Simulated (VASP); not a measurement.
A run of VASP 6.6.1 is set up as follows.

Contents of INCAR:

```
PREC     = Accurate       # precision mode
ENCUT    = 520            # plane-wave cutoff, eV
EDIFF    = 1E-6           # SCF threshold, eV
ISMEAR   = 0              # smearing method
SIGMA    = 0.01           # smearing width, eV
LREAL    = False          # projectors in reciprocal space
LASPH    = True           # aspherical terms in the spheres
NELM     = 60             # most SCF steps
ALGO     = Fast           # electronic algorithm
ISIF     = 2              # what is computed and relaxed
LWAVE    = False          # write WAVECAR
LCHARG   = False          # write CHGCAR
GGA      = PE             # functional
IBRION   = 2              # ionic algorithm
NSW      = 40             # ionic steps
EDIFFG   = -0.01          # ionic threshold
```

The input KPOINTS:

```
Automatic mesh
0
Gamma
  1 1 1
```

File POSCAR:

```
SbHCSeO
1.0
   12.0000000000      0.0000000000      0.0000000000
    0.0000000000     13.0000000000      0.0000000000
    0.0000000000      0.0000000000     11.0000000000
O C Se Sb H
1 1 1 1 1
Direct
    0.6064810000      0.3810550000      0.5901200000
    0.5421050000      0.4462260000      0.5620320000
    0.3959480000      0.4565530000      0.4969510000
    0.5209990000      0.6140680000      0.5555750000
    0.5843710000      0.6211710000      0.4151330000
```

Potentials or basis: VASP PAW PBE potentials, release 64 (O, C, Se, Sb, H).

Run with:

```console
$ cat potpaw_PBE.64/O/POTCAR potpaw_PBE.64/C/POTCAR potpaw_PBE.64/Se/POTCAR potpaw_PBE.64/Sb/POTCAR potpaw_PBE.64/H/POTCAR > POTCAR
$ mpirun -np 1 vasp_gam > vasp.out
```

Task: What does it give for the energy gained by relaxing?

Result: 5.5 meV/atom.

Task: Estimate the gap between the frontier levels.

Result: 2.39 eV.

Final structure:
```yaml
crystal:
  lattice:
    - [12.00000, 0.00000, 0.00000]
    - [0.00000, 13.00000, 0.00000]
    - [0.00000, 0.00000, 11.00000]
  atoms:
    - { symbol: O, position: [0.60663, 0.37883, 0.59036] }
    - { symbol: C, position: [0.54311, 0.44581, 0.56272] }
    - { symbol: Se, position: [0.39457, 0.45551, 0.49715] }
    - { symbol: Sb, position: [0.52018, 0.61631, 0.55552] }
    - { symbol: H, position: [0.58542, 0.62260, 0.41406] }
```

Caveat: the standard files for N, O and F lose accuracy on very short bonds; spin-orbit coupling is left out, which moves the levels of the heavy elements.
